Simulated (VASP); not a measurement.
All values below come from r2SCAN meta-GGA, VASP's PBE PAW potentials (set 64) (plane waves; VASP 6.6.1).

VASP input:

File KPOINTS:
```
kpoints
0
gamma
4 11 8
0 0 0
```

### INCAR
```
SYSTEM = Te
PREC = Accurate
ENCUT = 400
EDIFF = 1E-7
NELM = 100
ALGO = Normal
LREAL = .FALSE.
LASPH = .TRUE.
ISMEAR = -5
METAGGA = R2SCAN
LMIXTAU = .TRUE.
LMAXMIX = 4
LWAVE = .FALSE.
LCHARG = .FALSE.
LORBIT = 11
NEDOS = 601
ISIF = 2
LEFG = .TRUE.
```

KPOINTS_OPT:
```
k-points along high-symmetry lines
5
Line-mode
Reciprocal
  0.000000   0.000000   0.000000 ! GAMMA
  0.500000   0.000000   0.000000 ! X

  0.500000   0.000000   0.000000 ! X
  0.500000   0.500000   0.000000 ! S

  0.500000   0.500000   0.000000 ! S
  0.000000   0.500000   0.000000 ! Y

  0.000000   0.500000   0.000000 ! Y
  0.000000   0.000000   0.000000 ! GAMMA

  0.000000   0.000000   0.000000 ! GAMMA
  0.000000   0.000000   0.500000 ! Z

  0.000000   0.000000   0.500000 ! Z
  0.500000   0.000000   0.500000 ! U

  0.500000   0.000000   0.500000 ! U
  0.500000   0.500000   0.500000 ! R

  0.500000   0.500000   0.500000 ! R
  0.000000   0.500000   0.500000 ! T

  0.000000   0.500000   0.500000 ! T
  0.000000   0.000000   0.500000 ! Z

  0.500000   0.000000   0.000000 ! X
  0.500000   0.000000   0.500000 ! U

  0.000000   0.500000   0.000000 ! Y
  0.000000   0.500000   0.500000 ! T

  0.500000   0.500000   0.000000 ! S
  0.500000   0.500000   0.500000 ! R
```

**POSCAR**
```
Te
1
    9.0334459904     0.0000000000     0.0000000000
    0.0000000000     3.2090830780     0.0000000000
    0.0000000000     0.0000000000     4.4774469892
Te
4
Direct
  0.7500000000   0.5000000000   0.5129099497
  0.2500000000   0.5000000000   0.4870900503
  0.0000000000   0.5000000000   1.0000000000
  0.5000000000   0.5000000000   1.0000000000
```

POTCAR, in this order: Te (PBE.64 set). Program: vasp_std.

The resulting files:

File OUTCAR:
```
 ion  position               nearest neighbor table
   1  0.750  0.500  0.513-   3 3.14   4 3.14   3 3.22   4 3.22
   2  0.250  0.500  0.487-   3 3.14   4 3.14   3 3.22   4 3.22
   3  0.000  0.500  0.000-   1 3.14   2 3.14   1 3.22   2 3.22
   4  0.500  0.500  0.000-   1 3.14   2 3.14   1 3.22   2 3.22
  LATTYP: Found a simple orthorhombic cell.
 ALAT       =     3.2090830780
 B/A-ratio  =     1.3952418433
 C/A-ratio  =     2.8149617105
 Subroutine PRICEL returns:
 Original cell was already a primitive cell.
 Subroutine GETGRP returns: Found  8 space group operations
The static configuration has the point symmetry C_2h.
 The point group associated with its full space group is D_2h.
The dynamic configuration has the point symmetry C_2h.
 Subroutine INISYM returns: Found  8 space group operations
 Subroutine IBZKPT returns following result:
 Found     90 irreducible k-points:

 Following reciprocal coordinates:
            Coordinates               Weight
  0.000000  0.000000  0.000000      1.000000
  0.250000  0.000000  0.000000      2.000000
  0.500000  0.000000  0.000000      1.000000
  0.000000  0.090909  0.000000      2.000000
  0.250000  0.090909  0.000000      4.000000
  0.500000  0.090909  0.000000      2.000000
  0.000000  0.181818  0.000000      2.000000
  0.250000  0.181818  0.000000      4.000000
  0.500000  0.181818  0.000000      2.000000
  0.000000  0.272727  0.000000      2.000000
  0.250000  0.272727  0.000000      4.000000
  0.500000  0.272727  0.000000      2.000000
  0.000000  0.363636  0.000000      2.000000
  0.250000  0.363636  0.000000      4.000000
  0.500000  0.363636  0.000000      2.000000
  0.000000  0.454545  0.000000      2.000000
  0.250000  0.454545  0.000000      4.000000
  0.500000  0.454545  0.000000      2.000000
  0.000000  0.000000  0.125000      2.000000
  0.250000  0.000000  0.125000      4.000000
  0.500000  0.000000  0.125000      2.000000
  0.000000  0.090909  0.125000      4.000000
  0.250000  0.090909  0.125000      8.000000
  0.500000  0.090909  0.125000      4.000000
  0.000000  0.181818  0.125000      4.000000
  0.250000  0.181818  0.125000      8.000000
  0.500000  0.181818  0.125000      4.000000
  0.000000  0.272727  0.125000      4.000000
  0.250000  0.272727  0.125000      8.000000
  0.500000  0.272727  0.125000      4.000000
  0.000000  0.363636  0.125000      4.000000
  0.250000  0.363636  0.125000      8.000000
  0.500000  0.363636  0.125000      4.000000
  0.000000  0.454545  0.125000      4.000000
  0.250000  0.454545  0.125000      8.000000
  0.500000  0.454545  0.125000      4.000000
  0.000000  0.000000  0.250000      2.000000
  0.250000  0.000000  0.250000      4.000000
  0.500000  0.000000  0.250000      2.000000
  0.000000  0.090909  0.250000      4.000000
   k-points           NKPTS =     90   k-points in BZ     NKDIM =     90   number of bands    NBANDS=     16
   number of dos      NEDOS =    601   number of ions     NIONS =      4
   total plane-waves  NPLWV =  43200
   dimension x,y,z NGX =    60 NGY =   24 NGZ =   30
   dimension x,y,z NGXF=   120 NGYF=   48 NGZF=   60
   ions per type =               4
   PREC   = accura    normal or accurate (medium, high low for compatibility)
   ISTART =      0    job   : 0-new  1-cont  2-samecut
   ICHARG =      2    charge: 1-file 2-atom 10-const
   ISPIN  =      1    spin polarized calculation?
   LNONCOLLINEAR =      F non collinear calculations
   LSORBIT =      F    spin-orbit coupling
   INIWAV =      1    electr: 0-lowe 1-rand  2-diag
   ENCUT  =  400.0 eV  29.40 Ry    5.42 a.u.  14.73  5.23  7.30*2*pi/ulx,y,z
...
```

File OSZICAR:
```
       N       E                     dE             d eps       ncg     rms          rms(c)
DAV:   1     0.749414219087E+01    0.74941E+01   -0.80675E+03  2880   0.101E+03
DAV:   2    -0.995550024634E+02   -0.10705E+03   -0.10545E+03  4096   0.160E+02
DAV:   3    -0.105422886269E+03   -0.58679E+01   -0.57504E+01  3568   0.438E+01
DAV:   4    -0.105511401771E+03   -0.88516E-01   -0.87315E-01  3920   0.621E+00
DAV:   5    -0.105512847537E+03   -0.14458E-02   -0.14205E-02  3560   0.737E-01    0.117E+01
DAV:   6    -0.104153016011E+03    0.13598E+01   -0.13481E-01  2968   0.384E+00    0.794E+00
DAV:   7    -0.996207241407E+02    0.45323E+01   -0.15937E+00  2936   0.693E+00    0.398E+00
DAV:   8    -0.100985803868E+03   -0.13651E+01   -0.49834E-01  2888   0.508E+00    0.696E-01
DAV:   9    -0.100919872652E+03    0.65931E-01   -0.94893E-03  3256   0.683E-01    0.661E-01
DAV:  10    -0.101045331360E+03   -0.12546E+00   -0.11079E-02  2944   0.723E-01    0.384E-01
DAV:  11    -0.101336770628E+03   -0.29144E+00   -0.19961E-01  2912   0.341E+00    0.957E-01
DAV:  12    -0.101323836667E+03    0.12934E-01   -0.97090E-03  2944   0.821E-01    0.431E-01
DAV:  13    -0.101328820512E+03   -0.49838E-02   -0.57257E-04  3088   0.211E-01    0.320E-01
DAV:  14    -0.101336416949E+03   -0.75964E-02   -0.16116E-03  2896   0.325E-01    0.220E-01
DAV:  15    -0.101339072773E+03   -0.26558E-02   -0.11254E-03  2944   0.290E-01    0.141E-01
DAV:  16    -0.101337719079E+03    0.13537E-02   -0.61401E-04  2928   0.222E-01    0.192E-01
DAV:  17    -0.101339259393E+03   -0.15403E-02   -0.73991E-04  2896   0.253E-01    0.127E-01
DAV:  18    -0.101339164102E+03    0.95291E-04   -0.51351E-05  3088   0.520E-02    0.150E-01
DAV:  19    -0.101339221571E+03   -0.57470E-04   -0.50019E-06  3048   0.209E-02    0.141E-01
DAV:  20    -0.101339236061E+03   -0.14489E-04   -0.17098E-05  3248   0.106E-02    0.126E-01
DAV:  21    -0.101339272588E+03   -0.36527E-04   -0.40128E-05  2904   0.576E-02    0.100E-01
DAV:  22    -0.101339273272E+03   -0.68469E-06   -0.10519E-06  3032   0.599E-03    0.105E-01
DAV:  23    -0.101339273307E+03   -0.34953E-07   -0.30686E-08  1552   0.149E-03
   1 F= -.10133927E+03 E0= -.10133927E+03  d E =0.000000E+00
       N       E                     dE             ncg
```

### OUTCAR
```
------------------------ aborting loop because EDIFF is reached ----------------------------------------
  FORCE on cell =-STRESS in cart. coord.  units (eV):
  Direction    XX          YY          ZZ          XY          YZ          ZX
  --------------------------------------------------------------------------------------
  Total        0.5328240     -1.3509840      0.3542648      0.0000000      0.0000000     -0.0000000
  in kB        6.5770247    -16.6761549      4.3729424      0.0000000      0.0000000     -0.0000000
  external PRESSURE =      -1.9087293 kB  Pullay stress =       0.0000000 kB
  volume of cell :      129.80
      direct lattice vectors                 reciprocal lattice vectors
     9.033445990  0.000000000  0.000000000     0.110699726  0.000000000  0.000000000
     0.000000000  3.209083078  0.000000000     0.000000000  0.311615491  0.000000000
     0.000000000  0.000000000  4.477446989     0.000000000  0.000000000  0.223341561
 POSITION                                       TOTAL-FORCE (eV/Angst)
 -----------------------------------------------------------------------------------
      6.77508      1.60454      2.29653         0.000000     -0.000000      0.059804
      2.25836      1.60454      2.18092        -0.000000      0.000000     -0.059804
      0.00000      1.60454      0.00000        -0.000000      0.000000      0.000000
      4.51672      1.60454      0.00000        -0.000000      0.000000      0.000000
 -----------------------------------------------------------------------------------
    total drift:                                0.000000     -0.000000      0.000000
  FREE ENERGIE OF THE ION-ELECTRON SYSTEM (eV)
  ---------------------------------------------------
  free  energy   TOTEN  =      -101.3392733073 eV

  energy  without entropy=     -101.3392733073  energy(sigma->0) =     -101.33927331

 total charge

# of ion       s       p       d       tot
------------------------------------------
    1        1.445   1.795   0.046   3.286
    2        1.445   1.795   0.046   3.286
    3        1.444   1.795   0.046   3.286
    4        1.444   1.795   0.046   3.286
--------------------------------------------------
tot          5.778   7.181   0.185  13.144
```
(Selected blocks of OUTCAR.)

For a metal the tetrahedron method with Blöchl corrections gives inexact stress and forces.

The structure comes from a computed database's Te entry (Pmma); how it stands against other phases isn't given here. It was relaxed first.
